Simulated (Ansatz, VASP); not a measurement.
# H20C8N2O9 (H20C8N2O9 (C2/c)): VASP beside Ansatz

Wanted: the spread between two codes on one cell, functional and k mesh. The cell is taken from a series of runs on this material, whose earlier steps may have relaxed, scaled, displaced or heated it; both programs get it as it stands.

Program: Ansatz 0.2.0. Level of theory: plane waves, with VASP 6.6.1 beside it; single point at r2SCAN with D3(BJ). Results are calculated unless marked as measured.

### 1. Starting point

The cell holds 156 atoms: 80 H, 32 C, 8 N and 36 O. Its edges and angles: a = 18.116 Å, b = 5.678 Å, c = 14.121 Å, α = 90.0°, β = 102.1°, γ = 90.0°. It derives from H20C8N2O9 (C2/c), repeated 1×1×1. As first built, before any earlier steps moved the atoms (in the runner's words): H20C8N2O9, space group C2/c, measured structure (Crystallography Open Database), 1 x 1 x 1 conventional cells; every coordinate displaced by a Gaussian of 0.02 A; bonds to H set to neutron lengths (C-H 1.089, N-H 1.015, O-H 0.983, B-H 1.19 A) where the measured ones are shorter.

### 2. Ansatz: single point, r2SCAN with D3(BJ)

Ansatz runs on its default PAW (the set named soft_2) files.

A single point gives forces, pressure and levels at one fixed geometry, so differences don't come from the geometry; what else differs is listed under the comparison.

Contents of input.yaml:

```yaml
crystal:
  lattice:
    - [18.1163, 0.0, 0.0]
    - [0.0, 5.6775, 0.0]
    - [-2.95129, 0.0, 13.80884]
  atoms:
    - { symbol: H, position: [0.55796, 0.09007, 0.31633] }
    - { symbol: H, position: [0.44005, 0.08945, 0.18269] }
    - { symbol: H, position: [0.05861, 0.59366, 0.31581] }
    - { symbol: H, position: [0.93954, 0.5905, 0.18237] }
    - { symbol: H, position: [0.44094, 0.91247, 0.68377] }
    - { symbol: H, position: [0.55941, 0.90872, 0.81724] }
    - { symbol: H, position: [0.94165, 0.40962, 0.68339] }
    - { symbol: H, position: [0.05958, 0.40827, 0.8163] }
    - { symbol: H, position: [0.58138, 0.35062, 0.27617] }
    - { symbol: H, position: [0.4187, 0.35027, 0.2244] }
    - { symbol: H, position: [0.08192, 0.85438, 0.27567] }
    - { symbol: H, position: [0.91862, 0.85227, 0.22336] }
    - { symbol: H, position: [0.41915, 0.65165, 0.72471] }
    - { symbol: H, position: [0.58118, 0.64754, 0.77618] }
    - { symbol: H, position: [0.91902, 0.14919, 0.72417] }
    - { symbol: H, position: [0.08246, 0.14725, 0.77594] }
    - { symbol: H, position: [0.58382, 0.31213, 0.39634] }
    - { symbol: H, position: [0.41591, 0.31463, 0.10397] }
    - { symbol: H, position: [0.08317, 0.81631, 0.39559] }
    - { symbol: H, position: [0.91613, 0.8144, 0.10303] }
    - { symbol: H, position: [0.41708, 0.68842, 0.60451] }
    - { symbol: H, position: [0.58353, 0.6845, 0.89646] }
    - { symbol: H, position: [0.91747, 0.18565, 0.60406] }
    - { symbol: H, position: [0.08346, 0.18471, 0.89591] }
    - { symbol: H, position: [0.67944, 0.06928, 0.28195] }
    - { symbol: H, position: [0.31794, 0.07972, 0.21727] }
    - { symbol: H, position: [0.18124, 0.57675, 0.28375] }
    - { symbol: H, position: [0.81692, 0.58384, 0.21567] }
    - { symbol: H, position: [0.31825, 0.92339, 0.71658] }
    - { symbol: H, position: [0.68141, 0.92252, 0.78372] }
    - { symbol: H, position: [0.81897, 0.42383, 0.71566] }
    - { symbol: H, position: [0.18251, 0.42354, 0.78517] }
    - { symbol: H, position: [0.68354, 0.03422, 0.40717] }
    - { symbol: H, position: [0.31366, 0.04523, 0.09191] }
    - { symbol: H, position: [0.18375, 0.54101, 0.40865] }
    - { symbol: H, position: [0.81328, 0.5483, 0.09052] }
    - { symbol: H, position: [0.31511, 0.95839, 0.59149] }
    - { symbol: H, position: [0.68539, 0.95451, 0.90905] }
    - { symbol: H, position: [0.81633, 0.45889, 0.59073] }
    - { symbol: H, position: [0.18445, 0.45804, 0.90991] }
    - { symbol: H, position: [0.78433, 0.31552, 0.37984] }
    - { symbol: H, position: [0.21555, 0.33533, 0.11937] }
    - { symbol: H, position: [0.28444, 0.8256, 0.38373] }
    - { symbol: H, position: [0.71552, 0.84095, 0.11736] }
    - { symbol: H, position: [0.21607, 0.66969, 0.61797] }
    - { symbol: H, position: [0.78415, 0.66767, 0.88108] }
    - { symbol: H, position: [0.71639, 0.1726, 0.61559] }
    - { symbol: H, position: [0.28478, 0.17308, 0.88547] }
    - { symbol: H, position: [0.71716, 0.46563, 0.43231] }
    - { symbol: H, position: [0.28446, 0.47977, 0.06804] }
    - { symbol: H, position: [0.21578, 0.97243, 0.43476] }
    - { symbol: H, position: [0.78475, 0.98255, 0.06563] }
    - { symbol: H, position: [0.28491, 0.52506, 0.56654] }
    - { symbol: H, position: [0.71546, 0.51924, 0.93152] }
    - { symbol: H, position: [0.78554, 0.0263, 0.56535] }
    - { symbol: H, position: [0.21569, 0.02512, 0.93529] }
    - { symbol: H, position: [0.71461, 0.49508, 0.30744] }
    - { symbol: H, position: [0.28666, 0.50811, 0.19288] }
    - { symbol: H, position: [0.21478, 0.0037, 0.31037] }
    - { symbol: H, position: [0.78698, 0.01353, 0.1903] }
    - { symbol: H, position: [0.28674, 0.49498, 0.6912] }
    - { symbol: H, position: [0.71363, 0.49443, 0.80672] }
    - { symbol: H, position: [0.78609, 0.99629, 0.68976] }
    - { symbol: H, position: [0.21545, 0.99586, 0.81105] }
    - { symbol: H, position: [0.57595, 0.94274, 0.07066] }
    - { symbol: H, position: [0.42351, 0.94027, 0.42983] }
    - { symbol: H, position: [0.07662, 0.44613, 0.07059] }
    - { symbol: H, position: [0.92291, 0.43937, 0.4291] }
    - { symbol: H, position: [0.42317, 0.0639, 0.92985] }
    - { symbol: H, position: [0.57709, 0.05757, 0.57055] }
    - { symbol: H, position: [0.92244, 0.55869, 0.92843] }
    - { symbol: H, position: [0.07663, 0.55515, 0.57048] }
    - { symbol: H, position: [0.52719, 0.77151, 0.21488] }
    - { symbol: H, position: [0.47217, 0.77104, 0.28559] }
    - { symbol: H, position: [0.02771, 0.27485, 0.21457] }
    - { symbol: H, position: [0.97289, 0.27255, 0.2855] }
    - { symbol: H, position: [0.47412, 0.23004, 0.78723] }
    - { symbol: H, position: [0.52802, 0.22829, 0.71517] }
    - { symbol: H, position: [0.9737, 0.72804, 0.78609] }
    - { symbol: H, position: [0.02889, 0.72694, 0.71546] }
    - { symbol: C, position: [0.67368, 0.16046, 0.34793] }
    - { symbol: C, position: [0.32471, 0.17031, 0.15157] }
    - { symbol: C, position: [0.17426, 0.66728, 0.34938] }
    - { symbol: C, position: [0.82429, 0.67369, 0.15008] }
    - { symbol: C, position: [0.32548, 0.83297, 0.65104] }
    - { symbol: C, position: [0.67474, 0.83024, 0.84909] }
    - { symbol: C, position: [0.82615, 0.33316, 0.65016] }
    - { symbol: C, position: [0.17502, 0.33242, 0.85042] }
    - { symbol: C, position: [0.72558, 0.37167, 0.36802] }
    - { symbol: C, position: [0.2748, 0.38619, 0.13181] }
    - { symbol: C, position: [0.22547, 0.87983, 0.3708] }
    - { symbol: C, position: [0.77488, 0.89055, 0.12962] }
    - { symbol: C, position: [0.27526, 0.61794, 0.63047] }
    - { symbol: C, position: [0.72504, 0.61505, 0.86824] }
    - { symbol: C, position: [0.77546, 0.11931, 0.62903] }
    - { symbol: C, position: [0.22579, 0.11883, 0.8718] }
    - { symbol: C, position: [0.58514, 0.27263, 0.04285] }
    - { symbol: C, position: [0.4154, 0.27021, 0.45821] }
    - { symbol: C, position: [0.08532, 0.77602, 0.04253] }
    - { symbol: C, position: [0.91567, 0.76966, 0.4578] }
    - { symbol: C, position: [0.41512, 0.73372, 0.95817] }
    - { symbol: C, position: [0.5852, 0.72745, 0.54226] }
    - { symbol: C, position: [0.91425, 0.22905, 0.95682] }
    - { symbol: C, position: [0.08506, 0.2253, 0.5422] }
    - { symbol: C, position: [0.57834, 0.52162, 0.08531] }
    - { symbol: C, position: [0.42197, 0.51931, 0.41577] }
    - { symbol: C, position: [0.07885, 0.0252, 0.08495] }
    - { symbol: C, position: [0.92245, 0.01863, 0.41537] }
    - { symbol: C, position: [0.42236, 0.48465, 0.91605] }
    - { symbol: C, position: [0.57854, 0.47849, 0.58478] }
    - { symbol: C, position: [0.92134, 0.97971, 0.91475] }
    - { symbol: C, position: [0.07899, 0.97619, 0.58487] }
    - { symbol: "N", position: [0.59344, 0.23508, 0.33387] }
    - { symbol: "N", position: [0.40565, 0.23704, 0.16602] }
    - { symbol: "N", position: [0.09371, 0.73934, 0.33358] }
    - { symbol: "N", position: [0.90544, 0.73848, 0.16519] }
    - { symbol: "N", position: [0.40641, 0.76539, 0.66645] }
    - { symbol: "N", position: [0.59394, 0.76147, 0.83436] }
    - { symbol: "N", position: [0.90688, 0.26315, 0.66595] }
    - { symbol: "N", position: [0.09432, 0.26165, 0.83405] }
    - { symbol: O, position: [0.57366, 0.10371, 0.10201] }
    - { symbol: O, position: [0.42551, 0.10125, 0.39833] }
    - { symbol: O, position: [0.07473, 0.60704, 0.10218] }
    - { symbol: O, position: [0.9246, 0.60039, 0.39747] }
    - { symbol: O, position: [0.42545, 0.90287, 0.89846] }
    - { symbol: O, position: [0.57492, 0.89655, 0.602] }
    - { symbol: O, position: [0.92444, 0.39787, 0.8969] }
    - { symbol: O, position: [0.07461, 0.39413, 0.60191] }
    - { symbol: O, position: [0.57393, 0.5394, 0.17204] }
    - { symbol: O, position: [0.42666, 0.53722, 0.32914] }
    - { symbol: O, position: [0.07493, 0.04351, 0.17187] }
    - { symbol: O, position: [0.92804, 0.03659, 0.32906] }
    - { symbol: O, position: [0.42873, 0.46685, 0.83004] }
    - { symbol: O, position: [0.57339, 0.46109, 0.67126] }
    - { symbol: O, position: [0.92706, 0.96144, 0.82851] }
    - { symbol: O, position: [0.07568, 0.95806, 0.67197] }
    - { symbol: O, position: [0.57839, 0.6892, 0.02699] }
    - { symbol: O, position: [0.42152, 0.68708, 0.47392] }
    - { symbol: O, position: [0.07862, 0.19257, 0.02647] }
    - { symbol: O, position: [0.92135, 0.18638, 0.47335] }
    - { symbol: O, position: [0.42079, 0.31676, 0.97382] }
    - { symbol: O, position: [0.57949, 0.31066, 0.52682] }
    - { symbol: O, position: [0.92027, 0.81208, 0.97276] }
    - { symbol: O, position: [0.07868, 0.80878, 0.52639] }
    - { symbol: O, position: [0.59991, 0.24494, 0.96365] }
    - { symbol: O, position: [0.40194, 0.24236, 0.53809] }
    - { symbol: O, position: [0.09915, 0.74823, 0.96285] }
    - { symbol: O, position: [0.90304, 0.74242, 0.53814] }
    - { symbol: O, position: [0.40098, 0.76144, 0.03768] }
    - { symbol: O, position: [0.59893, 0.75494, 0.46251] }
    - { symbol: O, position: [0.90032, 0.25725, 0.03642] }
    - { symbol: O, position: [0.09873, 0.25286, 0.4624] }
    - { symbol: O, position: [0.99966, 0.37931, 0.24969] }
    - { symbol: O, position: [0.49937, 0.87683, 0.24994] }
    - { symbol: O, position: [0.00101, 0.62208, 0.75062] }
    - { symbol: O, position: [0.50086, 0.12352, 0.7513] }
kpoints:
  mp_grid: { grid: [1, 2, 1] }
hamiltonian:
  xc: r2scan
  dispersion: d3bj
scf:
  occupations: { method: fixed }
output:
  forces: true
  stress: true
  populations: intrinsic
  dos:
    method: { smearing: { sigma: 0.08 } }
    de: 0.1
    projected: { site_lists: { C: [C], H: [H], "N": ["N"], O: [O] } }
  eigenvalues: true
  write_density: true
  write_potential: true
  volumetric_format: npy
  elf: true
```

Run with:

```bash
> ansatz run input.yaml --threads 4 --pin off --max-ram 8192MiB --backend cpu --events-out ev --progress --plain --runs-dir out
```

Numbers of over 12 decimals in the logs are rounded to 6 here.

The log of the run:

```text
Warning: the engine holds no damping parameters fitted to this dispersion correction and functional, so the run takes those fitted to r2scan beside the three-body term, which d3bj leaves out (hamiltonian.dispersion, under Limitations)
Engine: ansatz 0.2.0, aarch64-unknown-linux-gnu
Pseudopotentials: kind: paw
Pseudopotential: H, paw, valence charge 1, recommended cutoff 500 eV (meta_gga), H.paw.azcp
Pseudopotential: C, paw, valence charge 4, recommended cutoff 500 eV (meta_gga), C.paw.azcp
Pseudopotential: N, paw, valence charge 5, recommended cutoff 500 eV (meta_gga), N.paw.azcp
Pseudopotential: O, paw, valence charge 6, recommended cutoff 500 eV (meta_gga), O.paw.azcp
Functional definition: r2SCAN
  parameter k0 = 0.174
  parameter k1 = 0.065
  parameter a1 = 4.9479
  exchange = r2scan_x(k0 = k0, k1 = k1, a1 = a1)
  correlation = r2scan_c
Crystal: 156 atoms, lattice volume = 1420.312 Å³
Basis set: ecut = 500 eV, 36067 PW (Γ), exchange–correlation on 540×180×432 points (64 copies of the dense FFT grid, shifted against one another)
Bands: 388, of which v1, the nominal top of the filled ones, is band 232 counted from 1 (231 counted from 0)
Symmetry: 1 space group operations
Space group: P1 (ITA 1), of the structure as read, at distance tolerance 1.1e-4 Å
k-points: 2
Non-local potential: H, projectors of the file, l = 0: 2, l = 1: 1
Non-local potential: C, projectors of the file, l = 0: 2, l = 1: 2, l = 2: 1
Non-local potential: N, projectors of the file, l = 0: 2, l = 1: 2, l = 2: 1
Non-local potential: O, projectors of the file, l = 0: 2, l = 1: 2, l = 2: 1
PAW form: soft (Blöchl's): semilocal exchange-correlation on the pseudo side does not see the compensation charge
PAW frozen core: C, regenerated for the run's functional (the file was generated under x = pbe(κ = 0.804, μ = 0.219515), c = pbe(β = 0.066725))
PAW frozen core: N, regenerated for the run's functional (the file was generated under x = pbe(κ = 0.804, μ = 0.219515), c = pbe(β = 0.066725))
PAW frozen core: O, regenerated for the run's functional (the file was generated under x = pbe(κ = 0.804, μ = 0.219515), c = pbe(β = 0.066725))
PAW one-centre angular grid: H, 302 points (default); XC on 160 Gauss nodes
PAW one-centre angular grid: C, 302 points (default); XC on 239 of its mesh's 2573 points in the sphere
PAW one-centre angular grid: N, 302 points (default); XC on 160 Gauss nodes
PAW one-centre angular grid: O, 302 points (default); XC on 160 Gauss nodes
Initial density: superposition of atomic densities (neutral atoms: chi_scale 0, normalization atom), corrected by the library's trained network
Initial wavefunctions: pseudopotential atomic-orbital guess
Functional: x = r2scan, c = r2scan; τ floored in thin density (d = 2e-4 eV/Å³)
SCF iter   1: F=—  HF=-32892.056188 eV  |F-HF|=—  |Δ(HF+E_count)|=         —  Δρ=7.89e-3  dr2=8.37e-1  dr2_τ=1.28e1  ethr=1.77e-3  ⟨swp⟩=5.0  Hψ=2732  notcnv=0  defer=301
preconditioner: auto → Resta (q_TF=auto, 2.264 Å⁻¹)  ε∞=2.3  [insulator: Δε(μ)=3.965 eV  Ē_g=18.383 eV  n_scr=268 (ndim 8)  ℏωp=21.2 eV  f_vac=0.180  ε∞_Penn≈2.3]
SCF iter   2: F=—  HF=-32890.585320 eV  |F-HF|=—  |Δ(HF+E_count)|=    1.47e0  Δρ=4.11e-3  dr2=9.74e-2  dr2_τ=3.08e-2  ethr=1.80e-4  ⟨swp⟩=2.0  Hψ=1370  notcnv=0  defer=300
SCF iter   3: F=—  HF=-32890.572460 eV  |F-HF|=—  |Δ(HF+E_count)|=   1.29e-2  Δρ=1.70e-3  dr2=2.36e-2  dr2_τ=2.97e-3  ethr=2.10e-5  ⟨swp⟩=2.0  Hψ=916  notcnv=0  defer=308
SCF iter   4: F=—  HF=-32890.574921 eV  |F-HF|=—  |Δ(HF+E_count)|=   2.46e-3  Δρ=5.77e-4  dr2=3.90e-3  dr2_τ=5.92e-4  ethr=5.10e-6  ⟨swp⟩=2.0  Hψ=916  notcnv=0  defer=308
SCF iter   5: F=—  HF=-32890.575381 eV  |F-HF|=—  |Δ(HF+E_count)|=   4.60e-4  Δρ=2.06e-4  dr2=5.60e-4  dr2_τ=8.74e-5  ethr=8.40e-7  ⟨swp⟩=2.0  Hψ=948  notcnv=0  defer=308
SCF iter   6: F=—  HF=-32890.575603 eV  |F-HF|=—  |Δ(HF+E_count)|=   2.22e-4  Δρ=5.68e-5  dr2=5.63e-5  dr2_τ=3.70e-6  ethr=1.21e-7  ⟨swp⟩=2.0  Hψ=910  notcnv=0  defer=296
SCF iter   7: F=—  HF=-32890.576356 eV  |F-HF|=—  |Δ(HF+E_count)|=   7.52e-4  Δρ=3.25e-5  dr2=1.28e-5  dr2_τ=1.55e-6  ethr=1.21e-8  ⟨swp⟩=2.0  Hψ=912  notcnv=0  defer=296
SCF iter   8: F=—  HF=-32890.576359 eV  |F-HF|=—  |Δ(HF+E_count)|=   3.34e-6  Δρ=1.13e-5  dr2=1.69e-6  dr2_τ=1.98e-7  ethr=2.75e-9  ⟨swp⟩=2.0  Hψ=928  notcnv=0  defer=296
SCF iter   9: F=—  HF=-32890.576360 eV  |F-HF|=—  |Δ(HF+E_count)|=   1.13e-6  Δρ=3.98e-6  dr2=2.18e-7  dr2_τ=3.03e-8  ethr=3.65e-10  ⟨swp⟩=2.0  Hψ=928  notcnv=0  defer=296
SCF iter  10: F=-32890.576360 eV  HF=-32890.576360 eV  |F-HF|=4.61e-8  |Δ(HF+E_count)|=   1.89e-7  Δρ=1.55e-6  dr2=3.37e-8  dr2_τ=4.40e-9  ethr=2.16e-11  ⟨swp⟩=20.5  Hψ=7826  notcnv=0
SCF 1 converged in 10 iterations: F = -32890.576360 eV  dr2 = 3.37e-8
[...]
k-point 1: bands = [... 228 lower, -0.3142, -0.3131, -0.3081, -0.3067, 3.7270, 3.7281, 3.7431, 3.7436, ... 152 higher]
--- intrinsic populations: 156 sites ---
  site symbol       q [e]
     0      H      0.6614
     1      H      0.6604
     2      H      0.6612
     3      H      0.6603
     4      H      0.6606
     5      H      0.6610
     6      H      0.6608
     7      H      0.6615
     8      H      0.6686
     9      H      0.6685
    10      H      0.6684
    11      H      0.6682
    12      H      0.6683
    13      H      0.6685
    14      H      0.6684
    15      H      0.6686
    16      H      0.6634
    17      H      0.6631
    18      H      0.6632
    19      H      0.6631
    20      H      0.6630
    21      H      0.6632
    22      H      0.6632
    23      H      0.6632
[...]
148      O      6.5031
   149      O      6.5030
   150      O      6.5027
   151      O      6.5029
   152      O      6.7707
   153      O      6.7702
   154      O      6.7695
   155      O      6.7706
  spilling = -0.000000 (of n_electrons = 464.000000)
```

Reading the cycles: dr2 is the Hartree energy of the density residual (eV), the measure of convergence; HF is the Harris–Foulkes estimate of the energy, which meets the free energy F at convergence.

[end of part 1 of 2]

[Lines on the potential files, build, host, timing and source positions are cut from VASP's logs without a mark.]

[Logs are printed without paths, hosts, clocks, repeated set-up lines and the standing remarks that a program may print on its own settings, such as how far it seeks lower states.]

[Hosts, paths, dates, database ids (printed as entryN), source tags and the programs' standing remarks are cut or masked in the printed files.]
